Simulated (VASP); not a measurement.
OSZICAR of a VASP run on Pt3Ti (L1_2):

### OSZICAR
```
       N       E                     dE             d eps       ncg     rms          rms(c)
DAV:   1     0.384179483243E+03    0.38418E+03   -0.21439E+04  1000   0.181E+03
DAV:   2     0.226118727788E+01   -0.38192E+03   -0.37455E+03  1054   0.451E+02
DAV:   3    -0.315140343166E+02   -0.33775E+02   -0.32385E+02  1499   0.112E+02
DAV:   4    -0.326025590934E+02   -0.10885E+01   -0.10815E+01  1134   0.212E+01
DAV:   5    -0.326377046503E+02   -0.35146E-01   -0.35120E-01  1464   0.390E+00    0.220E+01
DAV:   6    -0.308717459030E+02    0.17660E+01   -0.21812E+01  1416   0.332E+01    0.141E+01
DAV:   7    -0.304113780569E+02    0.46037E+00   -0.29026E+01  1426   0.330E+01    0.103E+01
DAV:   8    -0.296584742995E+02    0.75290E+00   -0.16902E+00  1423   0.101E+01    0.458E+00
DAV:   9    -0.295720858396E+02    0.86388E-01   -0.19886E+00  1483   0.768E+00    0.236E+00
DAV:  10    -0.295149235762E+02    0.57162E-01   -0.35596E-01  1431   0.405E+00    0.314E-01
DAV:  11    -0.295176403831E+02   -0.27168E-02   -0.72367E-03  1325   0.647E-01    0.524E-01
DAV:  12    -0.295153519077E+02    0.22885E-02   -0.14345E-02  1463   0.714E-01    0.101E-01
DAV:  13    -0.295153324038E+02    0.19504E-04   -0.20089E-04  1112   0.106E-01    0.567E-02
DAV:  14    -0.295153347566E+02   -0.23528E-05   -0.32966E-05  1331   0.439E-02    0.514E-02
DAV:  15    -0.295153150679E+02    0.19689E-04   -0.90984E-05  1479   0.625E-02    0.640E-03
DAV:  16    -0.295153153656E+02   -0.29770E-06   -0.17855E-06   830   0.917E-03
   1 F= -.32024592E+02 E0= -.32024374E+02  d E =-.320246E+02
```

**Question.** Which electronic solver shows in the log?

**Answer.** It is blocked Davidson (ALGO = Normal, or the opening steps of other solvers). The INCAR had ALGO = Normal.

**Question.** Can the final energy be trusted as converged?

**Answer.** The calculation finished and met its thresholds. It stopped with EDIFF = 1E-6, NELM = 100, NSW = 60 and EDIFFG = -0.02 after 1 ionic step (PBE GGA with D4 dispersion, plane waves, VASP's PBE PAW potentials (set 64)).

The compound is Pt3Ti in the L1_2 structure. It was relaxed first. The start is the result of an earlier pass.
